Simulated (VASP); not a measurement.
# NaCaF3 in VASP: one cell, several levels of theory

What does VASP give for NaCaF3, cubic perovskite, the cell held fixed? Runs: PBE, r2SCAN. This is a trial cell built on a prototype, not taken from a measured structure, and it needn't be the compound's ground state.

The runs shown are made with VASP 6.6.1. PAW datasets, plane waves. Values at 0 K without nuclear motion; spin polarisation is off, and the phase may be a hypothetical one.

## 1. The structure to begin with

The cell comes from an earlier relaxation with r2SCAN in another program.

Space group Pm-3m (No. 221), cubic; conventional cell a = 4.381 Å, 16.81 Å³ an atom. Near Na stand 12 F at 3.10 Å; near Ca stand 6 F at 2.19 Å; near F stand 2 Ca at 2.19 Å and 4 Na at 3.10 Å.

The structure in full:

Space group Pm-3m (No. 221). a = 4.381 Å, b = 4.381 Å, c = 4.381 Å, α = 90.00°, β = 90.00°, γ = 90.00°
```tsv
atom	site	symmetry	x	y	z
Na	1a	m-3m	0.0000	0.0000	0.0000
Ca	1b	m-3m	0.5000	0.5000	0.5000
F	3c	4/mm.m	0.5000	0.5000	0.0000
```

## 2. PBE

Input file INCAR:

```
ENCUT = 520.000000
SIGMA = 0.020000
EDIFF = 1.00e-07
GGA = PE
PREC = Accurate
IBRION = -1
ISIF = 2
ISMEAR = -1
NBANDS = 27
NELM = 120
NSW = 0
LASPH = .TRUE.
LCHARG = .FALSE.
LWAVE = .FALSE.
LREAL = .FALSE.
```

Input file KPOINTS:

```
KPOINTS created by Atomic Simulation Environment
0
Gamma
6 6 6
0 0 0
```

Input file KPOINTS_OPT:

```
special points
4
Reciprocal
0.0000000000 0.0000000000 0.0000000000 1
0.0000000000 0.5000000000 0.0000000000 1
0.5000000000 0.5000000000 0.0000000000 1
0.5000000000 0.5000000000 0.5000000000 1
```

Input file POSCAR:

```
Na Ca F
 1.0000000000000000
     4.3805651498150153   -0.0000000000000000    0.0000000000000000
    -0.0000000000000000    4.3805651498150153    0.0000000000000000
     0.0000000000000000    0.0000000000000000    4.3805651498150153
 Na  Ca  F
   1   1   3
Cartesian
  0.0000000000000000  0.0000000000000000 -0.0000000000000000
  2.1902825749075081  2.1902825749075081  2.1902825749075081
  2.1902825749075081  2.1902825749075081  0.0000000000000000
  2.1902825749075081 -0.0000000000000000  2.1902825749075081
 -0.0000000000000000  2.1902825749075081  2.1902825749075081
```

The run uses the recommended PBE PAW datasets (38 valence electrons a neutral cell).

Run with:

```console
$ mpirun -np 1 vasp_std
```

## 3. r2SCAN at this geometry

Input file INCAR:

```
ENCUT = 520.000000
SIGMA = 0.010000
EDIFF = 1.00e-07
ALGO = Normal
METAGGA = R2SCAN
PREC = Accurate
IBRION = -1
ISIF = 2
ISMEAR = 0
NBANDS = 27
NELM = 120
NSW = 0
LASPH = .TRUE.
LCHARG = .FALSE.
LWAVE = .FALSE.
LREAL = .FALSE.
```

KPOINTS is that of step 2.

KPOINTS_OPT is that of step 2.

POSCAR is that of step 2.

Q: Predict the outcome of this session. Wanted: for each run, gap; pressure.

The runs gave:

| level | gap (eV) | pressure (GPa) |
| --- | --- | --- |
| PBE | 5.09 | 2.00 |
| r2SCAN | 5.93 | 0.50 |

What this shows: The gap spans 5.09 eV (PBE) to 5.93 eV (r2SCAN). At this one volume the pressure spans 0.5 GPa (r2SCAN) to 2.0 GPa (PBE): PBE wants the largest cell and r2SCAN the smallest.
